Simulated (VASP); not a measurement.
```yaml
crystal:
  lattice:
    - [0.00000, 3.44758, 3.44758]
    - [3.44758, 0.00000, 3.44758]
    - [3.44758, 3.44758, 0.00000]
  atoms:
    - { symbol: Ba, position: [0.00000, 0.00000, 0.00000] }
    - { symbol: Te, position: [0.50000, 0.50000, 0.50000] }
```

All values below come from LDA (Ceperley-Alder, Perdew-Zunger) with spin-orbit coupling, VASP's LDA PAW potentials (set 64) (plane waves; VASP). Settings: 400 eV cut-off, 6×6×6 Γ-centred mesh, Gaussian smearing of 0.050 eV, potentials Ba_sv Te.

**Question.** Give the energies of bands 11 to 23 at the high-symmetry points, in eV from the valence-band maximum.

**Answer.** 
```csv
band,Γ,X,U,L,W
11,-0.89,-1.51,-1.82,-2.77,-1.85
12,-0.89,-1.51,-1.82,-2.77,-1.85
13,0.00,-0.93,-1.35,-1.69,-1.23
14,0.00,-0.93,-1.35,-1.69,-1.23
15,0.00,-0.37,-1.02,-1.35,-1.18
16,0.00,-0.37,-1.02,-1.35,-1.18
17,2.46,1.00,2.13,3.84,3.06
18,2.46,1.00,2.13,3.84,3.06
19,2.46,4.16,4.69,4.40,3.19
20,2.46,4.16,4.69,4.40,3.19
21,2.53,4.37,4.86,4.57,4.56
22,2.53,4.37,4.86,4.57,4.56
23,2.59,5.36,4.99,4.62,4.93
```

The gap is indirect, 1.00 eV, from the valence maximum at Γ to the conduction minimum at X.

The compound is BaTe in the rock salt structure. It was relaxed first.
